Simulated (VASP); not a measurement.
VASP input:

**POSCAR**
```
CaF2
1.0
  0.0000000000   2.7580734293   2.7580734293
  2.7580734293   0.0000000000   2.7580734293
  2.7580734293   2.7580734293   0.0000000000
Ca F
1 2
Direct
  0.0000000000   0.0000000000   0.0000000000
  0.2500000000   0.2500000000   0.2500000000
  0.7500000000   0.7500000000   0.7500000000
```

**KPOINTS**
```
Automatic mesh
0
Gamma
7 7 7
0 0 0
```

### INCAR
```
SYSTEM  =  CaF2
PREC  =  Accurate; ENCUT  =  620; LREAL  =  .False.
LASPH  =  .True.
EDIFF  =  1E-6; NELM  =  100; ALGO  =  Normal
ISMEAR  =  0; SIGMA  =  0.05
GGA  =  PE
IBRION  =  2; NSW  =  40; ISIF  =  3
EDIFFG  =  -0.02; PSTRESS  =  50
LWAVE  =  .False.; LCHARG  =  .False.
```

POTCAR, in this order: Ca_sv F (PBE.64 set). Program: vasp_std.

### Question
Write an equivalent input for Quantum ESPRESSO's pw.x.

### Answer
One equivalent input (not run):
```
&CONTROL
  calculation = 'vc-relax'
  pseudo_dir = './pseudo'
  outdir = './out'
  tprnfor = .true.
  tstress = .true.
  nstep = 40
  forc_conv_thr = 0.00078
/
&SYSTEM
  ibrav = 0
  nat = 3
  ntyp = 2
  ecutwfc = 84
  occupations = 'smearing'
  smearing = 'gaussian'
  degauss = 0.003675
  input_dft = 'pbe'
/
&ELECTRONS
  conv_thr = 7.3e-08
  electron_maxstep = 100
/
&IONS
/
&CELL
  press = 50
/
ATOMIC_SPECIES
  Ca 40.078 Ca.upf
  F 18.998 F.upf
CELL_PARAMETERS angstrom
     0.0000000    2.7580734    2.7580734
     2.7580734    0.0000000    2.7580734
     2.7580734    2.7580734    0.0000000
ATOMIC_POSITIONS crystal
  Ca   0.0000000  0.0000000  0.0000000
  F    0.2500000  0.2500000  0.2500000
  F    0.7500000  0.7500000  0.7500000
K_POINTS automatic
  7 7 7 0 0 0
```
What does not carry over: the potentials are each code's own (VASP's PAW set, PseudoDojo norm-conserving files in pw.x), so ENCUT and ecutwfc are chosen apart and not converted; conv_thr bounds pw.x's estimated SCF error, while EDIFF bounds the energy change between steps; forc_conv_thr acts on force components and is met together with etot_conv_thr.

The compound is CaF2 in the fluorite structure. This run relaxes it under an external pressure of 5 GPa. Symmetry was kept, so distortions that lower it aren't found.
